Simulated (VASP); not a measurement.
Input of a VASP 6.6.1 run:

INCAR

```
  PREC = Accurate
  ENCUT = 600
  EDIFF = 1E-7
  ISMEAR = 1
  SIGMA = 0.1
  LREAL = F
  LASPH = T
  NELM = 80
  ALGO = Fast
  ISIF = 3
  LWAVE = F
  LCHARG = F
  GGA = PE
  IBRION = 2
  NSW = 40
  EDIFFG = -0.005
```

KPOINTS

```
Automatic mesh
0
Gamma
  19 19 19
```

Contents of POSCAR:

```
W
1.0
   -1.5823450000      1.5823450000      1.5823450000
    1.5823450000     -1.5823450000      1.5823450000
    1.5823450000      1.5823450000     -1.5823450000
W
1
Direct
    0.0000000000      0.0000000000      0.0000000000
```

Potentials or basis: VASP PAW PBE potentials, release 64 (W_sv).

Launch:

```bash
$ cat potpaw_PBE.64/W_sv/POTCAR > POTCAR
$ mpirun -np 1 vasp_std > vasp.out
```

Problem. What does it give for the relaxed volume?

Solution. 16.15 Å³/atom.

Problem. What does it give for the relaxed cell?

Solution. a = 2.758 Å, b = 2.758 Å, c = 2.758 Å, α = 109.47°, β = 109.47°, γ = 109.47°.

Problem. What does it give for the space group after relaxing (to 0.05 Å)?

Solution. Im-3m (No. 229).

Final structure:
```yaml
crystal:
  lattice:
    - [-1.59246, 1.59246, 1.59246]
    - [1.59246, -1.59246, 1.59246]
    - [1.59246, 1.59246, -1.59246]
  atoms:
    - { symbol: W, position: [0.00000, 0.00000, 0.00000] }
```

The run has no spin-orbit coupling, so splittings on W are missing. Zero-point motion and thermal expansion aren't in these numbers.
